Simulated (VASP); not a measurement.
# In2Ni3S2 with r2SCAN: from relaxation to properties, part 4 of 8

What structure and properties does r2SCAN give In2Ni3S2, and how near are they to the measured ones? The start is a computed cell from the Materials Project.

VASP 6.6.1; r2SCAN, spin-polarised from a ferromagnetic start; plane waves and PAW (In_d, Ni, S).

So far. Step 3 (Single point with fields (r2SCAN)): In this run the pressure is 0.02 GPa, small enough to go on; single stress components reach 0.03 GPa. Step 4 (Band structure (r2SCAN)): There is no gap at this level.

## (5) Total and projected DOS (r2SCAN)

A density of states needs more k-points than a total energy, and tetrahedra (ISMEAR = -5) or a smearing that fits the mesh; LORBIT projects the states on the PAW spheres. The mesh is finer than in the run before.

The input, INCAR:

```
SYSTEM = In2Ni3S2
PREC = Accurate
ENCUT = 400
EDIFF = 1E-06
NELM = 100
ISMEAR = -5
SIGMA = 0.05
LREAL = .FALSE.
ALGO = Normal
METAGGA = R2SCAN
LASPH = .TRUE.
NBANDS = 58
ISPIN = 2
MAGMOM = 0 0 1 1 1 0 0
LMAXMIX = 4
LORBIT = 11
LWAVE = .FALSE.
LCHARG = .FALSE.
KPAR = 4
NEDOS = 2001
```

The input, POSCAR:

```
In2Ni3S2
1.0
    2.6834503590      1.5492907871      4.5078474732
   -2.6834503590      1.5492907871      4.5078474732
    0.0000000000     -3.0985815743      4.5078474732
In Ni S
2 3 2
Direct
    0.5000000000      0.5000000000      0.5000000000
    0.0000000000      0.0000000000      0.0000000000
    0.5000000000      0.0000000000      0.0000000000
    0.0000000000      0.5000000000      0.0000000000
    0.0000000000      0.0000000000      0.5000000000
    0.7232349648      0.7232349648      0.7232349648
    0.2767650352      0.2767650352      0.2767650352
```

The input, KPOINTS:

```
Automatic mesh
0
Gamma
8 8 8
0 0 0
```

PAW data sets: In_d, Ni and S (PBE family, release 64).

Launch:

```sh
$ mpirun -np 4 vasp_std
```

Output:

```text
[... set-up lines as in an earlier step ...]
 entering main loop
       N       E                     dE             d eps       ncg     rms          rms(c)
DAV:   1     0.538726204155E+03    0.53873E+03   -0.23867E+04 15256   0.133E+03
DAV:   2    -0.212797751739E+02   -0.56001E+03   -0.51967E+03 15080   0.357E+02
DAV:   3    -0.109841210399E+03   -0.88561E+02   -0.84210E+02 16326   0.149E+02
DAV:   4    -0.114586820823E+03   -0.47456E+01   -0.47063E+01 17998   0.361E+01
DAV:   5    -0.114787888026E+03   -0.20107E+00   -0.20102E+00 23322   0.678E+00    0.244E+01
DAV:   6    -0.109799343105E+03    0.49885E+01   -0.39722E+01 18812   0.866E+01    0.318E+01
DAV:   7    -0.100349226880E+03    0.94501E+01   -0.13264E+01 19398   0.569E+01    0.955E+00
DAV:   8    -0.100514559114E+03   -0.16533E+00   -0.24262E+00 20706   0.168E+01    0.516E+00
DAV:   9    -0.100445919658E+03    0.68639E-01   -0.69557E-01 19006   0.721E+00    0.154E+00
DAV:  10    -0.100457982738E+03   -0.12063E-01   -0.79149E-02 20672   0.208E+00    0.975E-01
DAV:  11    -0.100460915270E+03   -0.29325E-02   -0.13879E-02 17526   0.603E-01    0.666E-01
DAV:  12    -0.100462117887E+03   -0.12026E-02   -0.28747E-03 20016   0.367E-01    0.264E-01
DAV:  13    -0.100462183016E+03   -0.65129E-04   -0.59538E-04 19008   0.202E-01    0.112E-01
DAV:  14    -0.100462196918E+03   -0.13902E-04   -0.88510E-05 21078   0.565E-02    0.677E-02
DAV:  15    -0.100462212667E+03   -0.15749E-04   -0.32931E-05 19874   0.339E-02    0.244E-02
DAV:  16    -0.100462224098E+03   -0.11430E-04   -0.12202E-05 18174   0.223E-02    0.174E-02
DAV:  17    -0.100462226643E+03   -0.25458E-05   -0.18510E-06 12806   0.112E-02    0.701E-03
DAV:  18    -0.100462228033E+03   -0.13894E-05   -0.76285E-07  8546   0.719E-03    0.385E-03
DAV:  19    -0.100462228036E+03   -0.37162E-08    0.23553E-07  8270   0.521E-03
   1 F= -.10046223E+03 E0= -.10046223E+03  d E =0.000000E+00  mag=    -0.0028
 -----------------------------------------------------------------------------
|                                                                             |
|           W    W    AA    RRRRR   N    N  II  N    N   GGGG   !!!           |
|           W    W   A  A   R    R  NN   N  II  NN   N  G    G  !!!           |
|           W    W  A    A  R    R  N N  N  II  N N  N  G       !!!           |
|           W WW W  AAAAAA  RRRRR   N  N N  II  N  N N  G  GGG   !            |
|           WW  WW  A    A  R   R   N   NN  II  N   NN  G    G                |
|           W    W  A    A  R    R  N    N  II  N    N   GGGG   !!!           |
|                                                                             |
|     Tetrahedron method does not include variations of the Fermi             |
|     occupations, so forces and stress will be inaccurate. We suggest        |
|     using a different smearing scheme ISMEAR = 1 or 2 for metals in         |
|     relaxations.                                                            |
|                                                                             |
 -----------------------------------------------------------------------------
```

Wall time 4.5 min (4 MPI ranks of Intel Xeon 6975P-C (Granite Rapids), shared host); peak memory 2.2 GiB; 18 min of CPU time.

Parts of OUTCAR (step 5):

```text
   k-points           NKPTS =     65   k-points in BZ     NKDIM =     65   number of bands    NBANDS=     58

   NELECT =      68.0000    total number of electrons

 E-fermi :   8.4880

 spin component 1
 k-point     1 :       0.0000    0.0000    0.0000
  band No.  band energies     occupation
    ...
     32       7.1338      1.00000
     33       7.1338      1.00000
     34       7.7417      1.00000
     35       8.1708      1.00000
     36       8.1708      1.16867
     37       9.1428      0.00000
     38       9.1730      0.00000
     39      12.6088      0.00000
     40      12.6088      0.00000
     41      13.7253      0.00000
    ...

 k-point     2 :       0.1250    0.0000    0.0000
  band No.  band energies     occupation
    ...
     31       6.8988      1.00000
     32       7.2247      1.00000
     33       7.3383      1.00000
     34       7.8894      1.00000
     35       8.3535      0.96464
     36       8.4022      0.40214
     37       9.3032      0.00000
     38       9.7079      0.00000
     39      12.5750      0.00000
     40      12.7228      0.00000
    ...

  Total        0.0831914      0.0831914     -0.1950305      0.0000000      0.0000000      0.0000000
  in kB        1.1853372      1.1853372     -2.7788570      0.0000000      0.0000000      0.0000000
  external PRESSURE =      -0.1360609 kB  Pullay stress =       0.0000000 kB

 POSITION                                       TOTAL-FORCE (eV/Angst)
 -----------------------------------------------------------------------------------
      0.00000     -0.00000      6.76177         0.000000     -0.000000      0.000000
      0.00000      0.00000      0.00000         0.000000     -0.000000      0.000000
      1.34173      0.77465      2.25392         0.000000     -0.000000      0.000000
     -1.34173      0.77465      2.25392        -0.000000      0.000000      0.000000
      0.00000     -1.54929      2.25392         0.000000     -0.000000      0.000000
      0.00000     -0.00000      9.78070         0.000000     -0.000000      0.016157
      0.00000     -0.00000      3.74284         0.000000      0.000000     -0.016157
 -----------------------------------------------------------------------------------
    total drift:                                0.000000      0.000000     -0.000000

  FREE ENERGIE OF THE ION-ELECTRON SYSTEM (eV)
  ---------------------------------------------------
  free  energy   TOTEN  =      -100.4622280365 eV

  energy  without entropy=     -100.4622280365  energy(sigma->0) =     -100.46222804

 magnetization (x)
# of ion       s       p       d       tot
------------------------------------------
    1       -0.000   0.000   0.000  -0.000
    2        0.000   0.000   0.000   0.000
    3       -0.000   0.000  -0.001  -0.001
    4       -0.000   0.000  -0.001  -0.001
    5       -0.000   0.000  -0.001  -0.001
    6       -0.000  -0.000   0.000  -0.000
    7       -0.000  -0.000   0.000  -0.000
--------------------------------------------------
tot         -0.000   0.000  -0.003  -0.003

[... 6 parts as in an earlier step ...]

[... 15 further parts left out ...]
```

With tetrahedra the forces and stress of a metal are not exact derivatives of the energy.

This step gave:

```
SCF cycles                                           : 19
irreducible k-points                                 : 65
free energy (TOTEN)                                  : -100.4622 eV
Fermi energy                                         : 8.488 eV
pressure                                             : -0.01361 GPa
moment of the cell, from the last line of the log    : 0 μB
DOS at the Fermi level, one point of the energy grid : 2.686 states/eV/cell
```

The density of states has structure finer than the step of the table below, so its rows give means over 1 eV, whole bins alone (the curve runs from -12.0 to 6.54 eV). Peaks (eV: height): total -2.9: 17.1, -2.2: 15.9, -1.7: 23.5, -1.4: 17.0; Ni d -2.9: 13.5, -2.0: 12.9, -1.7: 19.8, -1.4: 14.0; S p -6.2: 1.31, -4.7: 1.51, -4.3: 1.86, -4.0: 3.46; In p -2.9: 0.806, 3.0: 0.739, 4.2: 1.44, 5.0: 1.32; Ni p -4.6: 0.434, -4.3: 0.626, -4.0: 0.957, -1.0: 0.354.

States under -12.0 eV and over 6.5 eV are left out; both spin channels agree and are summed. Table of density of states by energy, zero at the Fermi level; means over each step; values in states/eV/cell:

| energy (eV) | total | Ni d | S p | In p | Ni p | In s | Ni s |
| --- | --- | --- | --- | --- | --- | --- | --- |
| -9 | 0 | 0 | 0 | 0 | 0 | 0 | 0 |
| -8 | 1.80 | 0.0670 | 0.246 | 0.0209 | 0.0834 | 0.442 | 0.203 |
| -7 | 2.46 | 0.251 | 0.478 | 0.0646 | 0.111 | 0.379 | 0.234 |
| -6 | 2.75 | 0.512 | 0.779 | 0.0982 | 0.0991 | 0.0390 | 0.264 |
| -5 | 4.52 | 1.17 | 1.03 | 0.104 | 0.257 | 0.444 | 0.160 |
| -4 | 5.12 | 1.83 | 1.22 | 0.117 | 0.368 | 0.250 | 0.0597 |
| -3 | 7.04 | 5.23 | 0.140 | 0.391 | 0.148 | 0.0580 | 0.0922 |
| -2 | 12.2 | 10.1 | 0.382 | 0.233 | 0.197 | 0.0381 | 0.0581 |
| -1 | 6.52 | 5.07 | 0.363 | 0.119 | 0.186 | 0.0821 | 0.0297 |
| 0 | 2.98 | 1.80 | 0.270 | 0.109 | 0.0861 | 0.185 | 0.0570 |
| 1 | 1.94 | 0.785 | 0.229 | 0.144 | 0.101 | 0.187 | 0.0325 |
| 2 | 2.62 | 0.835 | 0.302 | 0.361 | 0.158 | 0.0766 | 0.0478 |
| 3 | 2.30 | 0.511 | 0.227 | 0.453 | 0.134 | 0.0835 | 0.0709 |
| 4 | 2.96 | 0.461 | 0.296 | 0.646 | 0.126 | 0.0826 | 0.171 |
| 5 | 3.20 | 0.390 | 0.237 | 0.871 | 0.142 | 0.0628 | 0.198 |
| 6 | 2.35 | 0.163 | 0.114 | 0.258 | 0.143 | 0.0498 | 0.458 |

The finer mesh and the other smearing move the Fermi level by -0.08 eV from the 5×5×5 run, one measure of the sampling error in the zero of the bands above. Of the states within 0.3 eV of the Fermi level, the largest shares in the PAW spheres are Ni d 60 %, S p 9 % and In s 6 %. The rest lies in smaller channels or between the spheres.

(Continued in part 5 of 8.)

[Lines on the potential files, build, host, timing and source positions are cut from VASP's logs without a mark.]

[Logs are printed without paths, hosts, clocks, repeated set-up lines and the standing remarks that a program may print on its own settings, such as how far it seeks lower states.]

[Hosts, paths, dates, database ids (printed as entryN), source tags and the programs' standing remarks are cut or masked in the printed files.]

[A measured line is paired with the nearest computed mode of its activity, which favours agreement.]

[In band tables of VASP the shares of atoms and orbitals are scaled to a sum of 1 inside the atoms' spheres.]
